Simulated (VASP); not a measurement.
MgI2 (1T layered): the band gap from VASP (plane waves, PAW) at several levels of theory. Gaps are without spin-orbit coupling. Each level names its cell: its own relaxed one, PBE's, or the starting one. A gap is the smallest over the k-mesh and a band path; hybrids may have named points in place of the path, and GW has the mesh alone. Without a dispersion term in the relaxation, distances and binding between the weakly bound layers, chains or molecules are unreliable, and so is what depends on them.

```json
[
 {"level": "LDA (own cell)", "band gap (eV)": "3.31"},
 {"level": "PBE (own cell) [volume +13 % from the start]", "band gap (eV)": "3.61"},
 {"level": "PBEsol (own cell)", "band gap (eV)": "3.51"},
 {"level": "revPBE (own cell) [volume +34 % from the start]", "band gap (eV)": "3.73"},
 {"level": "PW91 (own cell) [volume +15 % from the start]", "band gap (eV)": "3.62"},
 {"level": "optB86b-vdW (own cell)", "band gap (eV)": "3.49"},
 {"level": "vdW-DF2 (own cell)", "band gap (eV)": "3.16"}
]
```

The cell of the LDA (own cell) run:

MgI2 is modelled in the trigonal space group P-3m1 (No. 164), the CdI2 type structure, Pearson symbol hP3. Conventional cell: a = b = 4.0744 Å, c = 6.6849 Å, α = β = 90.00°, γ = 120.00°. Mg on 1a is coordinated by 6 I at 2.876 Å (octahedral). I on 2d is surrounded by 3 Mg at 2.876 Å (trigonal pyramidal). (Neighbours: up to the widest gap in distance over summed covalent radii, below 1.35, at either atom; cation-cation and far metal-metal contacts left out.)

Only levels that ran to the end are used. Left out are those held back, those with too coarse a band path, GW runs whose mesh misses a band edge, hybrids' fits of cells that aren't cubic and levels without matching references; a question may draw on a part of the rest.

The compound is MgI2 in the 1T layered structure.
